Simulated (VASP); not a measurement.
Here is the system:

```xyz
5
Lattice="5.1945 0.0000 0.0000 0.0000 5.1945 0.0000 0.0000 0.0000 5.1945" Properties=species:S:1:pos:R:3 pbc="T T T"
Sr     0.0000     2.5972     2.5972
Sr     2.5972     0.0000     2.5972
Sr     2.5972     2.5972     0.0000
Sb     0.0000     0.0000     0.0000
N      2.5972     2.5972     2.5972
```

Method: r2SCAN meta-GGA, VASP's PBE PAW potentials (set 64) (plane waves; VASP). Settings: 520 eV cut-off, 5×5×5 Γ-centred mesh, tetrahedra with Blöchl corrections, potentials Sr_sv Sb N.

Unless said otherwise, spin-orbit coupling is left out, though it shifts the bands of the heavy elements here.

### Question
Estimate the energy per atom (σ→0), band gap (over mesh and band path) with the smallest direct gap where there is one.

### Answer

```yaml
band gap (over mesh and band path): 0.54 eV
smallest direct gap (over mesh and band path): 0.54 eV
energy per atom (σ→0): -1656.1 kJ/mol of atoms
```

The structure comes from a computed database's Sr3SbN entry (Pm-3m); how it stands against other phases isn't given here. It was relaxed first.
